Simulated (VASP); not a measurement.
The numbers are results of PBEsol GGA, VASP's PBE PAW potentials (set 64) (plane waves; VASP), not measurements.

VASP input:

File KPOINTS:
```
K-points
0
G
 5 9 5
```

**INCAR**
```
ALGO = Normal   # blocked Davidson
EDIFF = 1E-7   # SCF stop (eV)
LEFG = .True.
LCHARG = .True.
ISIF = 2   # forces and stress, cell fixed
LORBIT = 11   # lm-projected
LREAL = .False.
ISMEAR = -5
SYSTEM = Al3InN4
PREC = Accurate
NEDOS = 601   # DOS grid
GGA = PS
LASPH = .True.   # aspherical one-centre terms
LWAVE = .False.
ENCUT = 520
LMAXMIX = 4
NELM = 100   # most electronic steps
```

**POSCAR**
```
Al3InN4
6.4411750
  0.5032620555  -0.8641304621  -0.0024426904
  0.2483639950   0.4301789311  -0.0000000001
 -0.0019643778   0.0011341341   0.8061248444
In Al N
1 3 4
Direct
  0.3366317544   0.3366317544   0.5025761317
  0.1594389156   0.6594399156   0.0038064685
  0.8330736331   0.3330726331   0.4995469569
  0.6736153792   0.6736163792   0.0012659572
  0.3354196256   0.3354196256   0.9174656332
  0.1361576440   0.6361586440   0.3617275449
  0.8317769538   0.3317759538   0.8719562109
  0.6938840942   0.6938850943   0.3696550967
```

POTCAR, in this order: In_d Al N (PBE.64 set). Program: vasp_std.

Unless said otherwise, spin-orbit coupling is left out, though it shifts the bands of the heavy elements here.

### Question
What does the run give for the energy per atom (σ→0), band gap (on the k-mesh)?

### Answer

```json
{
 "energy per atom (σ→0)": "-7.257 eV/atom",
 "band gap (on the k-mesh)": "2.07 eV"
}
```

**OSZICAR**
```
...
DAV:  10    -0.580551642814E+02   -0.22458E-03   -0.39029E-03  7484   0.444E-01    0.302E-01
DAV:  11    -0.580553479090E+02   -0.18363E-03   -0.89533E-04  7644   0.223E-01    0.974E-02
DAV:  12    -0.580553426727E+02    0.52363E-05   -0.21683E-04  8038   0.132E-01    0.350E-02
DAV:  13    -0.580553479950E+02   -0.53223E-05   -0.30237E-05  6728   0.403E-02    0.108E-02
DAV:  14    -0.580553477683E+02    0.22679E-06   -0.77219E-06  9412   0.237E-02    0.690E-03
DAV:  15    -0.580553476427E+02    0.12560E-06   -0.18433E-06  7470   0.115E-02    0.344E-03
DAV:  16    -0.580553476054E+02    0.37287E-07   -0.53384E-07  6244   0.471E-03
   1 F= -.58055348E+02 E0= -.58055348E+02  d E =0.000000E+00
```

The structure was generated: Al3InN4 was put into an ordered model structure (Pm), which need not be its known phase. It was relaxed first.
